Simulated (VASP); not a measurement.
Computed with PBE GGA, VASP's PBE PAW potentials (set 64) (plane waves; VASP).

A VASP calculation is set up with these files.

**INCAR**
```
! general
SYSTEM   =  Ag16Si
PREC     =  Normal
ENCUT    =  400
LREAL    =  F
LASPH    =  T

! electronic loop
EDIFF    =  1E-5
NELM     =  100
NELMIN   =  4
ALGO     =  Normal
LMAXMIX  =  4

! smearing
ISMEAR   =  1
SIGMA    =  0.1

! functional
GGA      =  PE

! ions
IBRION   =  2
NSW      =  50
ISIF     =  2
EDIFFG   =  -0.03

! output
LWAVE    =  T
LCHARG   =  F

! other
LDIPOL   =  T
IDIPOL   =  3
DIPOL    =  0.5 0.5 0.5
```

**KPOINTS**
```
Automatic
0
gamma
 5 5 1
```

File POSCAR:
```
Ag16Si
1.0
  5.8654118046   0.0000000000   0.0000000000
  0.0000000000   5.8654118046   0.0000000000
  0.0000000000   0.0000000000  20.4179376039
Ag Si
16 1
Cartesian
  1.4663529511   1.4663529511   7.0983572618
  4.3990588534   1.4663529511   7.0983572618
  1.4663529511   4.3990588534   7.0983572618
  4.3990588534   4.3990588534   7.0983572618
  0.0000000000   0.0000000000   9.1721050945
  2.9327059023   0.0000000000   9.1721050945
  0.0000000000   2.9327059023   9.1721050945
  2.9327059023   2.9327059023   9.1721050945
  1.4663529511   1.4663529511  11.2458325094
  4.3990588534   1.4663529511  11.2458325094
  1.4663529511   4.3990588534  11.2458325094
  4.3990588534   4.3990588534  11.2458325094
  0.0000000000   0.0000000000  13.3195803421
  2.9327059023   0.0000000000  13.3195803421
  0.0000000000   2.9327059023  13.3195803421
  2.9327059023   2.9327059023  13.3195803421
  1.4663529511   1.4663529511  14.8771627122
```

POTCAR, in this order: Ag Si (PBE.64 set). Program: vasp_std.

Output

### OUTCAR
```
 ion  position               nearest neighbor table
   1  0.250  0.250  0.348-   2 2.93   3 2.93   3 2.93   2 2.93   7 2.93   8 2.93   5 2.93   6 2.93
  LATTYP: Found a simple tetragonal cell.
 ALAT       =     5.8654118046
 C/A-ratio  =     3.4810748647
 Subroutine PRICEL returns:
 Original cell was already a primitive cell.
 Subroutine GETGRP returns: Found  8 space group operations
The static configuration has the point symmetry C_1h.
 The point group associated with its full space group is C_4v.
The dynamic configuration has the point symmetry C_1h.
 Subroutine INISYM returns: Found  8 space group operations
 Subroutine IBZKPT returns following result:
 Found      6 irreducible k-points:

 Following reciprocal coordinates:
            Coordinates               Weight
  0.000000  0.000000  0.000000      1.000000
  0.200000  0.000000  0.000000      4.000000
  0.400000  0.000000  0.000000      4.000000
  0.200000  0.200000  0.000000      4.000000
  0.400000  0.200000  0.000000      8.000000
  0.400000  0.400000  0.000000      4.000000
   k-points           NKPTS =      6   k-points in BZ     NKDIM =      6   number of bands    NBANDS=    108
   number of dos      NEDOS =    301   number of ions     NIONS =     17
...
```

OSZICAR:
```
...
DAV:  23    -0.444653220124E+02   -0.55163E-05   -0.22765E-07   828   0.164E-03
   1 F= -.44465322E+02 E0= -.44461705E+02  d E =-.444653E+02
       N       E                     dE             d eps       ncg     rms          rms(c)
DAV:   1    -0.445144622850E+02   -0.49146E-01   -0.49693E+00  1300   0.611E+00    0.273E-01
DAV:   2    -0.445197080782E+02   -0.52458E-02   -0.55406E-02  1408   0.856E-01    0.183E-01
DAV:   3    -0.445199281264E+02   -0.22005E-03   -0.20098E-02  1396   0.861E-01    0.201E-01
DAV:   4    -0.445186994739E+02    0.12287E-02   -0.52569E-03  1364   0.499E-01    0.974E-02
DAV:   5    -0.445187015939E+02   -0.21200E-05   -0.45289E-04  1408   0.839E-02    0.235E-02
DAV:   6    -0.445186907488E+02    0.10845E-04   -0.65683E-05  1052   0.557E-02    0.123E-02
DAV:   7    -0.445186909299E+02   -0.18105E-06   -0.12360E-05   852   0.121E-02
   2 F= -.44518691E+02 E0= -.44514488E+02  d E =-.533689E-01
       N       E                     dE             d eps       ncg     rms          rms(c)
DAV:   1    -0.445576005615E+02   -0.38910E-01   -0.42703E+01  1296   0.179E+01    0.850E-01
DAV:   2    -0.445963084474E+02   -0.38708E-01   -0.42516E-01  1392   0.234E+00    0.456E-01
DAV:   3    -0.446041849074E+02   -0.78765E-02   -0.94850E-02  1408   0.190E+00    0.534E-01
DAV:   4    -0.445936733422E+02    0.10512E-01   -0.60063E-02  1364   0.170E+00    0.213E-01
DAV:   5    -0.445935508199E+02    0.12252E-03   -0.38543E-03  1396   0.309E-01    0.520E-02
DAV:   6    -0.445934996215E+02    0.51198E-04   -0.37643E-04  1384   0.935E-02    0.358E-02
DAV:   7    -0.445934932650E+02    0.63565E-05   -0.81153E-05  1392   0.281E-02
   3 F= -.44593493E+02 E0= -.44587685E+02  d E =-.128171E+00
       N       E                     dE             d eps       ncg     rms          rms(c)
DAV:   1    -0.446116618679E+02   -0.18162E-01   -0.20277E+01  1296   0.121E+01    0.246E-01
DAV:   2    -0.446231878647E+02   -0.11526E-01   -0.12104E-01  1372   0.144E+00    0.168E-01
DAV:   3    -0.446229495669E+02    0.23830E-03   -0.25663E-03  1384   0.167E-01    0.118E-01
DAV:   4    -0.446232058631E+02   -0.25630E-03   -0.33765E-03  1484   0.356E-01    0.888E-02
DAV:   5    -0.446227323051E+02    0.47356E-03   -0.34952E-03  1500   0.399E-01    0.263E-02
DAV:   6    -0.446227120004E+02    0.20305E-04   -0.20433E-04  1444   0.879E-02    0.129E-02
DAV:   7    -0.446227091595E+02    0.28409E-05   -0.20662E-05   932   0.166E-02
   4 F= -.44622709E+02 E0= -.44616321E+02  d E =-.292159E-01
       N       E                     dE             d eps       ncg     rms          rms(c)
DAV:   1    -0.446204212659E+02    0.22907E-02   -0.25194E+01  1296   0.135E+01    0.289E-01
DAV:   2    -0.446347682291E+02   -0.14347E-01   -0.15062E-01  1372   0.159E+00    0.183E-01
DAV:   3    -0.446344883824E+02    0.27985E-03   -0.36146E-03  1380   0.223E-01    0.132E-01
DAV:   4    -0.446348847572E+02   -0.39637E-03   -0.54197E-03  1512   0.490E-01    0.119E-01
DAV:   5    -0.446341776279E+02    0.70713E-03   -0.40382E-03  1580   0.432E-01    0.215E-02
DAV:   6    -0.446341747472E+02    0.28807E-05   -0.20664E-04  1424   0.786E-02    0.178E-02
DAV:   7    -0.446341717149E+02    0.30323E-05   -0.14824E-05   912   0.145E-02
   5 F= -.44634172E+02 E0= -.44627405E+02  d E =-.406784E-01
       N       E                     dE             d eps       ncg     rms          rms(c)
DAV:   1    -0.446411668666E+02   -0.69921E-02   -0.67738E+00  1296   0.718E+00    0.207E-01
DAV:   2    -0.446459994102E+02   -0.48325E-02   -0.49989E-02  1372   0.891E-01    0.149E-01
DAV:   3    -0.446460274022E+02   -0.27992E-04   -0.23950E-03  1408   0.318E-01    0.949E-02
DAV:   4    -0.446461368538E+02   -0.10945E-03   -0.37550E-03  1404   0.433E-01    0.104E-01
DAV:   5    -0.446457964553E+02    0.34040E-03   -0.17817E-03  1428   0.289E-01    0.218E-02
DAV:   6    -0.446458068541E+02   -0.10399E-04   -0.19710E-04  1400   0.563E-02    0.153E-02
DAV:   7    -0.446458073136E+02   -0.45948E-06   -0.62853E-06   812   0.957E-03
   6 F= -.44645807E+02 E0= -.44639027E+02  d E =-.116356E-01
       N       E                     dE             d eps       ncg     rms          rms(c)
DAV:   1    -0.446452789008E+02    0.52795E-03   -0.88388E+00  1296   0.820E+00    0.244E-01
DAV:   2    -0.446516439318E+02   -0.63650E-02   -0.65535E-02  1372   0.103E+00    0.179E-01
DAV:   3    -0.446517725663E+02   -0.12863E-03   -0.41415E-03  1408   0.443E-01    0.113E-01
DAV:   4    -0.446517516514E+02    0.20915E-04   -0.51655E-03  1380   0.524E-01    0.115E-01
DAV:   5    -0.446513770870E+02    0.37456E-03   -0.20191E-03  1372   0.313E-01    0.227E-02
DAV:   6    -0.446513900271E+02   -0.12940E-04   -0.23029E-04  1396   0.636E-02    0.161E-02
DAV:   7    -0.446513902781E+02   -0.25103E-06   -0.69996E-06   828   0.102E-02
   7 F= -.44651390E+02 E0= -.44644808E+02  d E =-.172186E-01
       N       E                     dE             d eps       ncg     rms          rms(c)
DAV:   1    -0.446513362966E+02    0.53731E-04   -0.25809E-01  1304   0.140E+00    0.478E-02
DAV:   2    -0.446515322246E+02   -0.19593E-03   -0.19791E-03  1372   0.179E-01    0.361E-02
DAV:   3    -0.446515400518E+02   -0.78272E-05   -0.16033E-04  1156   0.898E-02    0.226E-02
DAV:   4    -0.446515403808E+02   -0.32904E-06   -0.19804E-04   852   0.103E-01    0.239E-02
DAV:   5    -0.446515281591E+02    0.12222E-04   -0.71200E-05   812   0.594E-02    0.532E-03
DAV:   6    -0.446515303496E+02   -0.21905E-05   -0.97076E-06   800   0.115E-02
   8 F= -.44651530E+02 E0= -.44645004E+02  d E =-.173586E-01
       N       E                     dE             d eps       ncg     rms          rms(c)
DAV:   1    -0.446524716972E+02   -0.94354E-03   -0.42348E+00  1304   0.565E+00    0.110E-01
DAV:   2    -0.446548689052E+02   -0.23972E-02   -0.24444E-02  1352   0.667E-01    0.819E-02
DAV:   3    -0.446548241510E+02    0.44754E-04   -0.40349E-04  1444   0.695E-02    0.541E-02
DAV:   4    -0.446547986615E+02    0.25490E-04   -0.19434E-04  1364   0.803E-02    0.191E-02
DAV:   5    -0.446548002514E+02   -0.15900E-05   -0.27768E-04  1052   0.125E-01    0.176E-02
DAV:   6    -0.446547855971E+02    0.14654E-04   -0.76573E-05   816   0.634E-02    0.434E-03
DAV:   7    -0.446547860683E+02   -0.47119E-06   -0.31248E-06   788   0.694E-03
   9 F= -.44654786E+02 E0= -.44648441E+02  d E =-.325572E-02
       N       E                     dE             d eps       ncg     rms          rms(c)
DAV:   1    -0.446543569882E+02    0.42861E-03   -0.18860E+00  1304   0.377E+00    0.739E-02
DAV:   2    -0.446554258523E+02   -0.10689E-02   -0.10902E-02  1352   0.445E-01    0.549E-02
DAV:   3    -0.446554071599E+02    0.18692E-04   -0.18686E-04  1444   0.503E-02    0.370E-02
DAV:   4    -0.446554319235E+02   -0.24764E-04   -0.26359E-04  1296   0.117E-01    0.257E-02
DAV:   5    -0.446553905367E+02    0.41387E-04   -0.24928E-04  1012   0.117E-01    0.724E-03
DAV:   6    -0.446553914476E+02   -0.91089E-06   -0.18466E-05   808   0.218E-02
  10 F= -.44655391E+02 E0= -.44649181E+02  d E =-.386110E-02
       N       E                     dE             d eps       ncg     rms          rms(c)
DAV:   1    -0.446553545185E+02    0.36018E-04   -0.15969E+00  1296   0.350E+00    0.737E-02
DAV:   2    -0.446562495728E+02   -0.89505E-03   -0.92212E-03  1380   0.413E-01    0.467E-02
DAV:   3    -0.446562278842E+02    0.21689E-04   -0.17313E-04  1364   0.550E-02    0.336E-02
DAV:   4    -0.446562148084E+02    0.13076E-04   -0.69049E-05  1368   0.402E-02    0.102E-02
DAV:   5    -0.446562241187E+02   -0.93104E-05   -0.13130E-04   860   0.844E-02    0.140E-02
DAV:   6    -0.446562113985E+02    0.12720E-04   -0.54196E-05   796   0.558E-02    0.229E-03
DAV:   7    -0.446562117624E+02   -0.36384E-06   -0.16415E-06   768   0.494E-03
  11 F= -.44656212E+02 E0= -.44650079E+02  d E =-.820315E-03
```

File OUTCAR:
```
------------------------ aborting loop because EDIFF is reached ----------------------------------------
  FORCE on cell =-STRESS in cart. coord.  units (eV):
  Direction    XX          YY          ZZ          XY          YZ          ZX
  --------------------------------------------------------------------------------------
  Total       -2.0374571     -2.0374571     -1.0567580      0.0000000     -0.0000000      0.0000000
  in kB       -4.6471871     -4.6471871     -2.4103339      0.0000000     -0.0000000      0.0000000
  external PRESSURE =      -3.9015694 kB  Pullay stress =       0.0000000 kB
  volume of cell :      702.44
      direct lattice vectors                 reciprocal lattice vectors
     5.865411805  0.000000000  0.000000000     0.170491013  0.000000000  0.000000000
     0.000000000  5.865411805  0.000000000     0.000000000  0.170491013  0.000000000
     0.000000000  0.000000000 20.417937604     0.000000000  0.000000000  0.048976543
 POSITION                                       TOTAL-FORCE (eV/Angst)
 -----------------------------------------------------------------------------------
      1.46635      1.46635      7.13774        -0.000000      0.000000     -0.010537
      4.39906      1.46635      7.13674        -0.000000      0.000000      0.010430
      1.46635      4.39906      7.13674        -0.000000      0.000000      0.010430
      4.39906      4.39906      7.13446        -0.000000      0.000000      0.025138
      0.00721      0.00721      9.17770        -0.005318     -0.005318      0.007298
      2.92549      0.00721      9.17770         0.005318     -0.005318      0.007298
      0.00721      2.92549      9.17770        -0.005318      0.005318      0.007298
      2.92549      2.92549      9.17770         0.005318      0.005318      0.007298
      1.46635      1.46635     11.30432        -0.000000      0.000000      0.001443
      4.39906      1.46635     11.26066        -0.000000      0.000000     -0.015123
      1.46635      4.39906     11.26066        -0.000000      0.000000     -0.015123
      4.39906      4.39906     11.24070        -0.000000      0.000000     -0.016883
      5.79997      5.79997     13.34294         0.009181      0.009181     -0.003386
      2.99815      5.79997     13.34294        -0.009181      0.009181     -0.003386
      5.79997      2.99815     13.34294         0.009181     -0.009181     -0.003386
      2.99815      2.99815     13.34294        -0.009181     -0.009181     -0.003386
      1.46635      1.46635     14.52610         0.000000      0.000000     -0.005424
 -----------------------------------------------------------------------------------
    total drift:                                0.000000      0.000000     -0.008627
  FREE ENERGIE OF THE ION-ELECTRON SYSTEM (eV)
  ---------------------------------------------------
  free  energy   TOTEN  =       -44.6562117624 eV

  energy  without entropy=      -44.6378137457  energy(sigma->0) =      -44.65007909

 reached required accuracy - stopping structural energy minimisation
```
(Selected blocks of OUTCAR.)

File CONTCAR:
```
Ag16Si
   1.00000000000000
     5.8654118045999999    0.0000000000000000    0.0000000000000000
     0.0000000000000000    5.8654118045999999    0.0000000000000000
     0.0000000000000000    0.0000000000000000   20.4179376039000005
  Ag              Si
    16     1
Direct
     0.2500000000000000    0.2500000000000000    0.3495816347948815
     0.7500000000000000    0.2500000000000000    0.3495327488123971
     0.2500000000000000    0.7500000000000000    0.3495327488123971
     0.7500000000000000    0.7500000000000000    0.3494213247082391
     0.0012300478267861    0.0012300478267861    0.4494921022683313
     0.4987699521732139    0.0012300478267861    0.4494921022683313
     0.0012300478267861    0.4987699521732139    0.4494921022683313
     0.4987699521732139    0.4987699521732139    0.4494921022683313
     0.2500000000000000    0.2500000000000000    0.5536464154046066
     0.7500000000000000    0.2500000000000000    0.5515082489828551
     0.2500000000000000    0.7500000000000000    0.5515082489828551
     0.7500000000000000    0.7500000000000000    0.5505305433453008
     0.9888423479055026    0.9888423479055026    0.6534909330050218
     0.5111576520944974    0.9888423479055026    0.6534909330050218
     0.9888423479055026    0.5111576520944974    0.6534909330050218
     0.5111576520944974    0.5111576520944974    0.6534909330050218
     0.2500000000000000    0.2500000000000000    0.7114379450630524
```

The cell is a thin slab with vacuum, built from Ag (fcc): (100) face, Si adsorbed.
